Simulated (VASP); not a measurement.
Input:

```yaml
crystal:
  lattice:
    - [4.90806, 0.00000, 0.00000]
    - [-2.45403, 4.25050, 0.00000]
    - [0.00000, 0.00000, 3.81246]
  atoms:
    - { symbol: Ba, position: [0.66667, 0.33333, 0.00000] }
    - { symbol: Li, position: [0.00000, 0.00000, 0.50000] }
    - { symbol: Si, position: [0.33333, 0.66667, 0.50000] }
```

Level of theory: PBEsol GGA, VASP's PBE PAW potentials (set 64) (plane waves; VASP 6.6.1). Run with 520 eV cut-off, Gaussian smearing of 0.050 eV, potentials Ba_sv Li_sv Si.

**Question.** Give the energies of bands 6 to 11 at the high-symmetry points, in eV from the Fermi level.

**Answer.** 
| band | Γ | M | K | A | L | H |
|---|---|---|---|---|---|---|
| 6 | -6.93 | -6.15 | -6.01 | -5.38 | -5.83 | -5.87 |
| 7 | -0.79 | -2.05 | -1.83 | -2.42 | -1.28 | -1.73 |
| 8 | -0.79 | -0.05 | -1.05 | 0.12 | -1.06 | -1.08 |
| 9 | 0.89 | 0.60 | 1.72 | 0.12 | -0.72 | 0.18 |
| 10 | 1.88 | 1.65 | 2.17 | 1.93 | 0.95 | 1.18 |
| 11 | 2.36 | 3.56 | 2.22 | 1.93 | 3.73 | 3.35 |

It has no gap at this level: it comes out as a metal or semimetal.

The structure comes from a computed database's BaLiSi entry (P-6m2); how it stands against other phases isn't given here. It was relaxed first. The electron count is odd and the run is not spin-polarised, which forces a metal.
